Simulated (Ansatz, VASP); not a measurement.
# Cross-check of Ti26Si7O66 (glassy 79TiO2-21SiO2 (mol %)) between VASP and Ansatz

One calculation is typed for both programs; each brings its own data sets. How far apart do they land? The cell is taken from a series of runs on this material, whose earlier steps may have relaxed, scaled, displaced or heated it; both programs get it as it stands.

Calculated with Ansatz 0.2.0; plane waves, with VASP 6.6.1 beside it; PBE.

**1. Starting point**

The cell holds 99 atoms: 26 Ti, 7 Si and 66 O. Cell: a = 11.048 Å, b = 11.048 Å, c = 11.048 Å, α = 90.0°, β = 90.0°, γ = 90.0°. As first built, before any earlier steps moved the atoms or strained the cell (in the runner's words): 99 atoms (26 Ti, 7 Si, 66 O) placed at random at 3.23 g/cm^3, melted at 4000 K for 10 ps at fixed volume with the Morse and Coulomb pair potential with partial charges (Pedone, Malavasi, Menziani, Cormack and Segre, J. Phys. Chem. B 110, 11780 (2006)). Quenched from 4000 K to 300 K at 50 K/ps and fixed volume, held 10 ps at zero pressure.

**2. VASP: single point, PBE, pair 1**

With cell and atoms fixed, the geometry can't cause a difference; cores, projectors, grids and the points listed under the comparison can.

Lines of VASP's logs that name or quote its potential files are left out, and so is its time.

The input, INCAR:

```
SYSTEM = Ti26Si7O66
PREC = Accurate
ENCUT = 600
EDIFF = 1E-06
NELM = 120
ISMEAR = 0
SIGMA = 0.025
LREAL = Auto
ALGO = Normal
GGA = PE
NBANDS = 440
LASPH = .TRUE.
LORBIT = 11
LWAVE = .FALSE.
LCHARG = .FALSE.
ISIF = 2
GGA_COMPAT = .FALSE.
EFERMI = MIDGAP
NCORE = 2
```

The input, POSCAR:

```
Ti26Si7O66
1.0
   11.0481100000      0.0000000000      0.0000000000
    0.0000000000     11.0481100000      0.0000000000
    0.0000000000      0.0000000000     11.0481100000
Ti Si O
26 7 66
Direct
    0.2539900000      0.7266700000      0.0817200000
    0.2299600000      0.5233400000      0.8766000000
    0.7858100000      0.7502600000      0.0179000000
    0.4593400000      0.6736400000      0.7253300000
    0.4830700000      0.2390800000      0.1526000000
    0.4194800000      0.5109200000      0.2604700000
    0.1302900000      0.3695000000      0.2762200000
    0.1985900000      0.2866100000      0.0155400000
    0.9772000000      0.6389500000      0.2467000000
    0.9550600000      0.2199900000      0.8400900000
    0.3243100000      0.9503800000      0.7412300000
    0.0266300000      0.9220600000      0.8227500000
    0.1715000000      0.1678100000      0.4912800000
    0.6970700000      0.0020000000      0.8262700000
    0.6788900000      0.8997500000      0.3102400000
    0.0146700000      0.7640900000      0.5222400000
    0.8135700000      0.2233900000      0.1233800000
    0.5601900000      0.5108400000      0.9944500000
    0.0218400000      0.4487600000      0.5980600000
    0.3315800000      0.7652700000      0.4614700000
    0.4871400000      0.9430700000      0.0570900000
    0.2962900000      0.9998700000      0.2540500000
    0.7222000000      0.5244400000      0.6594200000
    0.3397400000      0.2380600000      0.7569600000
    0.9910200000      0.9410700000      0.1469700000
    0.8948200000      0.0194500000      0.4942600000
    0.6905000000      0.6056600000      0.3678900000
    0.3158300000      0.4919300000      0.5408700000
    0.9598500000      0.6203400000      0.8325900000
    0.6323700000      0.2968500000      0.8034300000
[... 63 atom lines left out ...]
    0.0476700000      0.5030200000      0.2766100000
    0.5190600000      0.4273100000      0.1239600000
    0.8685800000      0.2731500000      0.9741300000
    0.1363400000      0.9690800000      0.2083900000
    0.0992900000      0.1997100000      0.9156500000
    0.5666300000      0.5420300000      0.3241200000
```

The input, KPOINTS:

```
Automatic mesh
0
Gamma
1 1 1
0 0 0
```

Potentials, in the order of the species: Ti_sv, Si and O (PBE family, release 64).

On the command line:

```bash
> mpirun -np 8 vasp_gam
```

Numbers of over 12 decimals in the logs are rounded to 6 here.

What it wrote:

```text
[banner, memory and clock lines left out]
running    8 mpi-ranks, on    1 nodes
[...]
LDA part: xc-table for (Slater+PW92), standard interpolation
 POSCAR, INCAR and KPOINTS ok, starting setup
[...]
entering main loop
       N       E                     dE             d eps       ncg     rms          rms(c)
DAV:   1     0.145922568759E+05    0.14592E+05   -0.43815E+05   880   0.220E+03
DAV:   2     0.259775633819E+04   -0.11995E+05   -0.11479E+05   880   0.654E+02
DAV:   3    -0.668787993322E+03   -0.32665E+04   -0.30945E+04  1056   0.290E+02
DAV:   4    -0.105332270356E+04   -0.38453E+03   -0.38280E+03  1176   0.110E+02
[...]
DAV:  19    -0.846226085459E+03   -0.12322E-04   -0.20682E-05  1056   0.118E-02    0.776E-03
DAV:  20    -0.846226086625E+03   -0.11659E-05   -0.83134E-06  1064   0.663E-03    0.445E-03
DAV:  21    -0.846226086618E+03    0.75088E-08   -0.16849E-06   600   0.321E-03
   1 F= -.84622609E+03 E0= -.84622609E+03  d E =0.000000E+00
```

OUTCAR, selected parts (step 2):

```text
  FREE ENERGIE OF THE ION-ELECTRON SYSTEM (eV)
  ---------------------------------------------------
  free  energy   TOTEN  =      -846.2260866178 eV

  energy  without entropy=     -846.2260866178  energy(sigma->0) =     -846.22608662
```

The run ends at a pressure of 5.34 GPa, with forces up to 4.9 eV/Å.

**3. Ansatz: single point, PBE, pair 1**

Ansatz runs on its default PAW (the set named soft_2) files.

The same cell, functional, mesh and smearing now go to Ansatz, which takes its cutoff from its data sets.

The input, input.yaml:

```yaml
crystal:
  lattice:
    - [11.04811, 0.0, 0.0]
    - [0.0, 11.04811, 0.0]
    - [0.0, 0.0, 11.04811]
  atoms:
    - { symbol: Ti, position: [0.25399, 0.72667, 0.08172] }
    - { symbol: Ti, position: [0.22996, 0.52334, 0.8766] }
    - { symbol: Ti, position: [0.78581, 0.75026, 0.0179] }
    - { symbol: Ti, position: [0.45934, 0.67364, 0.72533] }
    - { symbol: Ti, position: [0.48307, 0.23908, 0.1526] }
    - { symbol: Ti, position: [0.41948, 0.51092, 0.26047] }
    - { symbol: Ti, position: [0.13029, 0.3695, 0.27622] }
    - { symbol: Ti, position: [0.19859, 0.28661, 0.01554] }
    - { symbol: Ti, position: [0.9772, 0.63895, 0.2467] }
    - { symbol: Ti, position: [0.95506, 0.21999, 0.84009] }
    - { symbol: Ti, position: [0.32431, 0.95038, 0.74123] }
    - { symbol: Ti, position: [0.02663, 0.92206, 0.82275] }
    - { symbol: Ti, position: [0.1715, 0.16781, 0.49128] }
    - { symbol: Ti, position: [0.69707, 0.002, 0.82627] }
    - { symbol: Ti, position: [0.67889, 0.89975, 0.31024] }
    - { symbol: Ti, position: [0.01467, 0.76409, 0.52224] }
    - { symbol: Ti, position: [0.81357, 0.22339, 0.12338] }
    - { symbol: Ti, position: [0.56019, 0.51084, 0.99445] }
    - { symbol: Ti, position: [0.02184, 0.44876, 0.59806] }
    - { symbol: Ti, position: [0.33158, 0.76527, 0.46147] }
    - { symbol: Ti, position: [0.48714, 0.94307, 0.05709] }
    - { symbol: Ti, position: [0.29629, 0.99987, 0.25405] }
    - { symbol: Ti, position: [0.7222, 0.52444, 0.65942] }
    - { symbol: Ti, position: [0.33974, 0.23806, 0.75696] }
    - { symbol: Ti, position: [0.99102, 0.94107, 0.14697] }
    - { symbol: Ti, position: [0.89482, 0.01945, 0.49426] }
    - { symbol: Si, position: [0.6905, 0.60566, 0.36789] }
    - { symbol: Si, position: [0.31583, 0.49193, 0.54087] }
    - { symbol: Si, position: [0.95985, 0.62034, 0.83259] }
    - { symbol: Si, position: [0.63237, 0.29685, 0.80343] }
[... 63 atom lines left out ...]
    - { symbol: O, position: [0.04767, 0.50302, 0.27661] }
    - { symbol: O, position: [0.51906, 0.42731, 0.12396] }
    - { symbol: O, position: [0.86858, 0.27315, 0.97413] }
    - { symbol: O, position: [0.13634, 0.96908, 0.20839] }
    - { symbol: O, position: [0.09929, 0.19971, 0.91565] }
    - { symbol: O, position: [0.56663, 0.54203, 0.32412] }
kpoints:
  mp_grid: { grid: [1, 1, 1] }
hamiltonian:
  xc: pbe
scf:
  occupations: { method: gaussian, width: 0.025 }
output:
  forces: true
  stress: true
  populations: intrinsic
  dos:
    method: { smearing: { sigma: 0.15 } }
    de: 0.1
    projected: { site_lists: { O: [O], Si: [Si], Ti: [Ti] } }
  eigenvalues: true
```

On the command line:

```bash
> ansatz run input.yaml --threads 4 --pin off --max-ram 8192MiB --backend cpu --events-out ev --progress --plain --runs-dir out
```

What it wrote:

```text
Engine: ansatz 0.2.0, aarch64-unknown-linux-gnu
Pseudopotentials: kind: paw
Pseudopotential: Ti, paw, valence charge 12, recommended cutoff 420 eV (normal), Ti.paw.azcp
Pseudopotential: Si, paw, valence charge 4, recommended cutoff 420 eV (normal), Si.paw.azcp
Pseudopotential: O, paw, valence charge 6, recommended cutoff 420 eV (normal), O.paw.azcp
Functional definition: PBE
  parameter kappa = 0.804
  parameter beta = 0.066725
  exchange = pbe_x(kappa = kappa, mu = beta*pi^2/3)
  correlation = pbe_c(beta = beta)
Crystal: 99 atoms, lattice volume = 1348.540 Å³
Basis set: ecut = 420 eV, 26193 PW (Γ), exchange–correlation on 150×150×150 points (8 copies of the dense FFT grid, shifted against one another)
Bands: 467, of which v1, the nominal top of the filled ones, is band 368 counted from 1 (367 counted from 0)
Symmetry: 1 space group operations
Space group: P1 (ITA 1), of the structure as read, at distance tolerance 1.1e-4 Å
k-points: 1
Non-local potential: Ti, projectors of the file, l = 0: 3, l = 1: 2, l = 2: 3, l = 3: 1
Non-local potential: Si, projectors of the file, l = 0: 2, l = 1: 2, l = 2: 2
Non-local potential: O, projectors of the file, l = 0: 2, l = 1: 2, l = 2: 1
PAW form: soft (Blöchl's): semilocal exchange-correlation on the pseudo side does not see the compensation charge
PAW one-centre angular grid: Ti, 590 points (default); XC on 64 Gauss nodes
PAW one-centre angular grid: Si, 110 points (default); XC on 64 Gauss nodes
PAW one-centre angular grid: O, 110 points (default); XC on 64 Gauss nodes
Initial density: superposition of atomic densities (neutral atoms: chi_scale 0, normalization atom), corrected by the library's trained network
Initial wavefunctions: pseudopotential atomic-orbital guess
Functional: x = pbe(κ = 0.804, μ = 0.219515), c = pbe(β = 0.066725)
SCF iter   1: F=—  HF=-107006.258229 eV  |F-HF|=—  |Δ(HF+E_count)|=         —  Δρ=4.25e-3  dr2=3.20e-1  ethr=1.77e-3  ⟨swp⟩=6.0  Hψ=1767  notcnv=0  defer=66
preconditioner: auto → Resta (q_TF=auto, 2.466 Å⁻¹)  ε∞=6.0  [insulator: Δε(μ)=2.088 eV  Ē_g=10.366 eV  σ=0.025 eV  W_gap=1.00  n_scr=340 (ndim 8)  ℏωp=23.2 eV  f_vac=0.134  D(μ)=0.00/eV (n_scr^D=0)  ε∞_Penn≈6.0]
SCF iter   2: F=—  HF=-107006.230401 eV  |F-HF|=—  |Δ(HF+E_count)|=   2.78e-2  Δρ=2.34e-3  dr2=6.71e-2  ethr=4.34e-5  ⟨swp⟩=2.0  Hψ=727  notcnv=0  defer=93
SCF iter   3: F=—  HF=-107006.228348 eV  |F-HF|=—  |Δ(HF+E_count)|=   2.05e-3  Δρ=1.17e-3  dr2=2.97e-2  ethr=9.12e-6  ⟨swp⟩=3.0  Hψ=614  notcnv=0  defer=93
SCF iter   4: F=—  HF=-107006.226942 eV  |F-HF|=—  |Δ(HF+E_count)|=   1.41e-3  Δρ=5.79e-4  dr2=6.82e-3  ethr=4.03e-6  ⟨swp⟩=3.0  Hψ=669  notcnv=0  defer=93
SCF iter   5: F=—  HF=-107006.226305 eV  |F-HF|=—  |Δ(HF+E_count)|=   6.38e-4  Δρ=2.73e-4  dr2=1.28e-3  ethr=9.27e-7  ⟨swp⟩=2.0  Hψ=594  notcnv=0  defer=93
SCF iter   6: F=—  HF=-107006.226407 eV  |F-HF|=—  |Δ(HF+E_count)|=   1.03e-4  Δρ=1.53e-4  dr2=3.90e-4  ethr=1.74e-7  ⟨swp⟩=2.0  Hψ=716  notcnv=0  defer=93
SCF iter   7: F=—  HF=-107006.226381 eV  |F-HF|=—  |Δ(HF+E_count)|=   2.66e-5  Δρ=7.40e-5  dr2=8.64e-5  ethr=5.29e-8  ⟨swp⟩=2.0  Hψ=742  notcnv=0  defer=93
SCF iter   8: F=—  HF=-107006.223806 eV  |F-HF|=—  |Δ(HF+E_count)|=   2.57e-3  Δρ=3.23e-5  dr2=1.59e-5  ethr=1.17e-8  ⟨swp⟩=2.0  Hψ=833  notcnv=0  defer=93
SCF iter   9: F=—  HF=-107006.223815 eV  |F-HF|=—  |Δ(HF+E_count)|=   8.97e-6  Δρ=1.74e-5  dr2=4.69e-6  ethr=2.16e-9  ⟨swp⟩=2.0  Hψ=607  notcnv=0  defer=93
SCF iter  10: F=—  HF=-107006.223817 eV  |F-HF|=—  |Δ(HF+E_count)|=   2.30e-6  Δρ=9.06e-6  dr2=1.30e-6  ethr=6.37e-10  ⟨swp⟩=2.0  Hψ=619  notcnv=0  defer=93
SCF iter  11: F=—  HF=-107006.223818 eV  |F-HF|=—  |Δ(HF+E_count)|=   4.81e-7  Δρ=3.85e-6  dr2=2.24e-7  ethr=1.76e-10  ⟨swp⟩=2.0  Hψ=619  notcnv=0  defer=93
SCF iter  12: F=-107006.223818 eV  HF=-107006.223818 eV  |F-HF|=2.53e-8  |Δ(HF+E_count)|=   1.47e-7  Δρ=2.21e-6  dr2=7.50e-8  ethr=1.36e-11  ⟨swp⟩=9.0  Hψ=1948  notcnv=0
SCF 1 converged in 12 iterations: F = -107006.223818 eV  dr2 = 7.50e-8
  greatest PAW one-centre occupation: 0.999 electrons in one spin orbital (limit 2), on the Ti atom at site 22 (counted from 0), in its partial waves of l = 0
SCF converged after 12 iterations
Free energy (F): -107006.223818 eV
Harris-Foulkes:  -107006.223818 eV  (|F-HF|=2.53e-8)
Internal energy: -107006.223818 eV  (E = F + TS)
E sigma→0 (E₀):  -107006.223818 eV
Fermi energy:    5.929920 eV
--- Per-component energies (eV) ---
  E_band       = -7831.221517
  E_kinetic    = 19032.694930
  E_local      = -63531.646193  (includes V_loc(G=0)·N_el)
  E_nonlocal   = 3432.510838
  E_hartree    = 24868.315626
  E_xc         = -7812.788890
  E_vxc        = -9738.022722  (∫ρ·V_xc dr)
  E_paw        = -41230.941379  (= ΣΔE_a)
  E_vpaw       = -6763.552624  (= ΣTr[D̂ρ^β])
  E_aug_tail   = 0.165568  (compensation charges beyond the density's cutoff)
  E_ewald      = -41764.534318
[...]
atom  68  O     -0.79377938    -0.80734812     1.93538631
  atom  69  O     -1.13457484    -0.49784725     0.23660779
  atom  70  O     -0.84621451     0.27581842     0.52293914
  atom  71  O     -0.01727128     0.70032208    -1.68848572
  atom  72  O     -0.48762838    -0.05761220     0.39850830
  atom  73  O      0.82295442    -1.08617585     0.69387810
  atom  74  O     -0.85929145     0.02946733    -0.73876897
  atom  75  O     -0.17470705    -0.80047929     1.04885361
  atom  76  O     -0.16775006    -0.27523187    -0.53747939
  atom  77  O      1.10332449    -1.50887442     0.07488589
  atom  78  O     -0.05953201     0.43777507    -0.90644826
  atom  79  O      0.59721072     0.38124962    -1.16206984
  atom  80  O     -0.43270549    -0.11608541     1.53778524
  atom  81  O      0.22046898     0.60285909    -0.19490390
  atom  82  O      0.45595743    -0.29820340     0.28736425
  atom  83  O      0.29697110     0.10239921     1.16737177
  atom  84  O     -0.11629651    -0.57942869     0.52180925
  atom  85  O     -2.11908548     0.37352645     0.06395370
  atom  86  O      0.30007078    -0.08261040     1.51327913
  atom  87  O      0.51634918     0.07556579    -0.22090684
  atom  88  O      0.03116732    -0.25700098    -0.51894667
  atom  89  O      0.78973769    -0.36518011     0.60616056
  atom  90  O     -0.76513508    -0.01850879     0.10640916
  atom  91  O     -1.29491663     0.11654042     1.49701336
  atom  92  O      0.57163733    -0.27301622     0.49509797
  atom  93  O      0.22952997    -0.90128613     1.61643304
  atom  94  O     -0.42322354     0.69810915     0.41794929
  atom  95  O     -1.63680325    -1.53254255     2.44138646
  atom  96  O      0.30471249     0.40002141    -0.24792527
  atom  97  O      0.76185217     0.26589955     0.34342160
  atom  98  O     -0.56064134    -0.40663475    -0.82418397
  atom  99  O      0.50541201    -0.16710841     0.64304324
  max |Σ_I F_I| component: 1.18e-4 eV/Å
--- Stress (GPa, compression-positive) ---
        3.274762       0.989311       0.467580
        0.989310       7.018716       0.325506
        0.467580       0.325506       4.889582
  P = ⅓ Tr σ = 5.0610 GPa (50.610 kbar)
--- Band table (eV) ---
  k-point 0: bands = [... 364 lower, 4.4264, 4.4788, 4.5288, 4.9079, 6.9519, 7.2556, 7.3051, 7.3174, ... 95 higher]
--- intrinsic populations: 99 sites ---
  site symbol       q [e]
     0     Ti     10.6929
     1     Ti     10.6622
     2     Ti     10.6531
     3     Ti     10.6722
     4     Ti     10.6134
     5     Ti     10.6524
     6     Ti     10.7303
     7     Ti     10.7333
     8     Ti     10.6611
     9     Ti     10.6577
    10     Ti     10.6877
    11     Ti     10.6671
    12     Ti     10.6922
    13     Ti     10.6057
    14     Ti     10.6452
    15     Ti     10.6933
    16     Ti     10.6485
    17     Ti     10.6963
    18     Ti     10.6157
    19     Ti     10.6550
    20     Ti     10.6808
    21     Ti     10.6906
    22     Ti     10.6568
    23     Ti     10.7023
[...]
91      O      6.7918
    92      O      6.6266
    93      O      6.5539
    94      O      6.6871
    95      O      6.6801
    96      O      6.6451
    97      O      6.6365
    98      O      6.7670
  spilling = -0.000000 (of n_electrons = 736.000000)
```

**4. Comparison**

Known differences besides the potentials themselves: the cutoff is 420 eV in Ansatz and 600 eV in VASP (PREC = Accurate, projectors in real space). Total energies have different zeros and are not compared.

Both answers:

```tsv
quantity	Ansatz	VASP	difference
pressure (GPa)	5.06	5.34	-0.28
gap on the k mesh (eV)	2.044	2.022	+0.022
```

Forces on 10 of the 99 atoms, those with the largest forces and the largest differences (eV/Å; atoms numbered as in POSCAR):

```tsv
atom	Ansatz x, y, z	VASP x, y, z
Ti2	1.631, -0.138, 1.587	1.703, -0.122, 1.515
Ti9	-1.389, 1.811, -1.062	-1.430, 1.867, -1.160
Ti18	-1.685, 2.265, -2.115	-1.665, 2.321, -2.121
Ti20	0.182, -1.700, 2.859	0.201, -1.710, 2.849
Ti25	-1.656, 0.526, -2.641	-1.722, 0.498, -2.607
Si28	4.095, 1.495, -0.108	4.129, 1.458, -0.116
Si32	-3.578, -1.748, -2.762	-3.605, -1.732, -2.772
O46	2.281, 2.950, 1.744	2.294, 2.969, 1.750
O78	-0.060, 0.438, -0.906	-0.085, 0.467, -0.826
O95	-1.637, -1.533, 2.441	-1.658, -1.582, 2.506
```

The forces differ by 28 meV/Å r.m.s., which is 2.7 % of the r.m.s. force of 1.062 eV/Å (both taken over all components). A gap on the mesh is an upper bound, since the band edges may lie between its points.

(Continued in part 2 of 2.)

[Lines on the potential files, build, host, timing and source positions are cut from VASP's logs without a mark.]

[Logs are printed without paths, hosts, clocks, repeated set-up lines and the standing remarks that a program may print on its own settings, such as how far it seeks lower states.]

[Hosts, paths, dates, database ids (printed as entryN), source tags and the programs' standing remarks are cut or masked in the printed files.]
